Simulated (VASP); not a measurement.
Data:

```yaml
crystal:
  lattice:
    - [3.24543, 0.00000, 0.00000]
    - [-1.62272, 2.81063, 0.00000]
    - [0.00000, 0.00000, 3.80274]
  atoms:
    - { symbol: Y, position: [0.00000, 0.00000, 0.00000] }
    - { symbol: B, position: [0.33333, 0.66667, 0.50000] }
    - { symbol: B, position: [0.66667, 0.33333, 0.50000] }
```

The numbers are results of LDA (Ceperley-Alder, Perdew-Zunger), VASP's LDA PAW potentials (set 64) (plane waves; VASP), not measurements. Run with 520 eV cut-off, 10×10×7 Γ-centred mesh, first-order Methfessel-Paxton smearing of 0.10 eV, potentials Y_sv B.

Problem. Predict the energy per atom (σ→0), band gap (on the k-mesh) with the smallest direct gap where there is one.

Solution. 
```
Item                                                         Value
------------------------  ----------------------------------------
band gap (on the k-mesh)  none (metal, semimetal or under 0.01 eV)
energy per atom (σ→0)                               -7932 meV/atom
```

The structure comes from a computed database's YB2 entry (P6/mmm); how it stands against other phases isn't given here. It was relaxed first. The start is the result of an earlier pass. The electron count is odd and the run is not spin-polarised, which forces a metal.
